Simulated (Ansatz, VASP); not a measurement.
# RbMg2: VASP beside Ansatz

File INCAR:

```
PREC = Accurate
ENCUT = 520
EDIFF = 1E-6
ISMEAR = 0
SIGMA = 0.1
LREAL = False
LASPH = True
NELM = 60
ALGO = Normal
ISIF = 2
LWAVE = False
LCHARG = False
GGA = PE
NBANDS = 14
```

File KPOINTS:

```
regular mesh
0
Gamma
  6 6 4
```

Contents of POSCAR:

```
RbMg2
1.0
    5.8264860366      0.0000000000      0.0000000000
   -2.9132430184      5.0458849226      0.0000000000
    0.0000000000      0.0000000000      4.0981416920
Rb Mg
1 2
Direct
    0.0000000000      0.0000000000      0.0000000000
    0.3333333333      0.6666666667      0.5000000000
    0.6666666667      0.3333333333      0.5000000000
```

Input for Ansatz:

```yaml
crystal:
  lattice:
    - [5.8264860366, 0.0, 0.0]
    - [-2.9132430184, 5.0458849226, 0.0]
    - [0.0, 0.0, 4.098141692]
  atoms:
    - { symbol: Rb, position: [0.0, 0.0, 0.0] }
    - { symbol: Mg, position: [0.3333333333, 0.6666666667, 0.5] }
    - { symbol: Mg, position: [0.6666666667, 0.3333333333, 0.5] }
basis:
  ecutwfc: 420
kpoints:
  mp_grid: { grid: [6, 6, 4] }
hamiltonian:
  xc: pbe
scf:
  occupations: { method: gaussian, width: 0.1 }
  lower_state_search: "off"
output:
  forces: true
  stress: true
  eigenvalues: true
```

Alike in both runs: task single point; functional PBE; k mesh 6 × 6 × 4; occupations gaussian, width 0.1 eV; no spin polarisation.

```csv
,VASP,Ansatz
version,VASP 6.6.1,Ansatz 0.2.0
potentials or method,"VASP PAW PBE potentials, release 64 (Rb_sv, Mg)","scalar-relativistic, plane waves, PAW"
plane-wave cutoff (eV),520,420
valence electrons in the cell,13,29
```

```tsv
	VASP	Ansatz	Ansatz less VASP
gap on the k mesh at the Fermi level (eV)	none	none	-
pressure (GPa)	-0.4	-0.4	+0.01
largest component of the traceless stress (GPa)	0.13	0.13	+0.009
```

A gap of «none» marks a metal or a gap that the smearing closes. The functional is the same, so the differences come from potentials, cutoffs and numerics. The two sets of potentials don't hold the same shells in valence.

Caveats: the k mesh is coarse (spacing up to 0.38 Å⁻¹), so the values aren't converged.
